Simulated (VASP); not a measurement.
Input:

```
CELL_PARAMETERS angstrom
      2.96820     0.00000     0.00000
      0.00000     2.96820     0.00000
      0.00000     0.00000     2.96820
ATOMIC_POSITIONS crystal
  Al 0.54043 0.51685 0.50000
  Fe 0.00000 0.00000 0.00000
```

Computed with PBE GGA, VASP's PBE PAW potentials (set 64) (plane waves; VASP). Settings: 400 eV cut-off, 9×9×9 Γ-centred mesh, first-order Methfessel-Paxton smearing of 0.10 eV, potentials Al Fe.

Energy and stress use the plane-wave basis of the starting cell.

Q: The ions, cell shape and volume are relaxed. Predict the relaxed structure.

A: 
```
CELL_PARAMETERS angstrom
      2.86652     0.00005     0.00000
      0.00004     2.86664     0.00000
      0.00000     0.00000     2.86660
ATOMIC_POSITIONS crystal
  Al 0.52021 0.50842 0.50000
  Fe 0.02022 0.00843 0.00000
```
Space group Pm-3m (221), at a tolerance of 0.03 Å.

Q: How do energy and volume change from the first to the last step?

A: The energy (σ→0) changes by -91.8 meV/atom and the volume by -9.9 %, in 12 ionic steps.

The compound is FeAl in the CsCl type structure. In the starting cell atoms are displaced from their ideal sites. This run relaxes it. Symmetry was kept, so distortions that lower it aren't found. The run is not spin-polarised, so no magnetic state was tried. The electron count is odd and the run is not spin-polarised, which forces a metal.
